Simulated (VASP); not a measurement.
Consider the following.

```
CELL_PARAMETERS angstrom
     11.99952     0.00000     0.00000
      0.00000    11.99952     0.00000
      0.00000     0.00000    11.99952
ATOMIC_POSITIONS crystal
  In 0.49821 0.99831 0.00070
  In 0.74903 0.24845 0.00084
  In 0.74977 0.99825 0.25147
  In 0.99794 0.99807 0.00123
  In 0.24550 0.24550 0.00016
  In 0.49726 0.49774 0.99158
  In 0.74947 0.74931 0.00074
  In 0.24704 0.99859 0.25235
  In 0.49870 0.23638 0.25159
  In 0.75826 0.49762 0.25292
  In 0.49820 0.99831 0.50264
  In 0.75029 0.24493 0.50506
  In 0.74875 0.99766 0.75250
  In 0.99885 0.49868 0.00113
  In 0.24776 0.74913 0.00170
  In 0.99790 0.24769 0.25180
  In 0.23789 0.49729 0.25301
  In 0.49692 0.75871 0.25265
  In 0.99792 0.99785 0.50179
  In 0.24640 0.24676 0.50364
  In 0.49794 0.49745 0.51332
  In 0.74857 0.74924 0.50194
  In 0.24818 0.99801 0.75210
  In 0.49839 0.24758 0.75200
  In 0.74960 0.49892 0.75154
  In 0.99869 0.74897 0.25138
  In 0.99767 0.49861 0.50273
  In 0.24531 0.74989 0.50479
  In 0.99816 0.24846 0.75196
  In 0.24711 0.49875 0.75231
  In 0.49849 0.74933 0.75160
  In 0.99790 0.74879 0.75218
  P  0.62564 0.12119 0.12449
  P  0.87505 0.37231 0.12520
  P  0.87306 0.12339 0.37634
  P  0.12248 0.12296 0.12776
  P  0.37655 0.37580 0.13073
  P  0.61811 0.61884 0.13173
  P  0.87313 0.87264 0.12719
  P  0.37121 0.12164 0.37902
  P  0.61957 0.37558 0.37417
  P  0.87501 0.62527 0.37826
  P  0.62247 0.12252 0.62770
  P  0.87297 0.37367 0.62663
  P  0.87326 0.12340 0.87674
  P  0.12252 0.62450 0.12571
  P  0.37121 0.87570 0.12545
  P  0.12089 0.37120 0.37931
  P  0.37663 0.61925 0.37433
  P  0.62471 0.87551 0.37789
  P  0.12225 0.12225 0.62767
  P  0.37068 0.37116 0.62924
  P  0.62495 0.62503 0.62832
  P  0.87303 0.87311 0.62697
  P  0.37371 0.12360 0.87694
  P  0.62489 0.37246 0.87468
  P  0.87298 0.62281 0.87746
  P  0.12332 0.87286 0.37647
  P  0.12236 0.62242 0.62740
  P  0.37370 0.87316 0.62647
  P  0.12341 0.37377 0.87724
  P  0.37156 0.62536 0.87509
  P  0.62269 0.87258 0.87750
  P  0.12302 0.87315 0.87704
  Zn 0.49796 0.49650 0.25304
```
Cell charge +1.

Method: HSE06 screened hybrid, VASP's PBE PAW potentials (set 64) (plane waves; VASP 6.6.1). Run with PREC = Normal, LREAL = Auto, ISYM = 0, NELECT = 267.0, EDIFF = 1E-5, 400 eV cut-off, 1×1×1 Γ-centred mesh, Gaussian smearing of 0.050 eV, potentials In P Zn. Starting moments (MAGMOM): 65*0.0154. The cell's moment is fixed (NUPDOWN = 1).

The cell is charged, with a uniform compensating background. The supercell is sampled at Γ alone, which is coarse: total energies, pressure and levels can be off, energies of defects by several tenths of an eV.

Question: Estimate the cell moment, energy per atom (σ→0).

Answer: 
| Quantity | Value |
|---|---|
| cell moment | 1.00 μB |
| energy per atom (σ→0) | -4.915 eV/atom |

Question: Give the moment on each site (PAW-sphere projection).

Answer: 
```csv
site,moment (μB)
In1,0.01
In2,0.01
In3,0.01
In4,0.02
In5,0.05
In6,0.00
In7,0.05
In8,0.01
In9,0.00
In10,0.00
In11,0.01
In12,0.05
In13,0.02
In14,0.01
In15,0.01
In16,0.01
In17,0.00
In18,0.00
In19,0.02
In20,0.01
In21,0.00
In22,0.01
In23,0.02
In24,0.01
In25,0.01
In26,0.01
In27,0.01
In28,0.05
In29,0.02
In30,0.01
In31,0.01
In32,0.02
P33,0.00
P34,0.00
P35,0.01
P36,0.01
P37,0.02
P38,0.01
P39,0.01
P40,0.00
P41,0.02
P42,0.00
P43,0.01
P44,0.01
P45,0.01
P46,0.00
P47,0.00
P48,0.00
P49,0.02
P50,0.00
P51,0.01
P52,0.00
P53,0.00
P54,0.01
P55,0.01
P56,0.00
P57,0.01
P58,0.01
P59,0.01
P60,0.01
P61,0.01
P62,0.00
P63,0.01
P64,0.01
Zn65,0.04
```

The cell is a supercell with a defect, built from InP (zinc blende): Zn_i, charge +1. The cell's shape comes from a PBE relaxation.
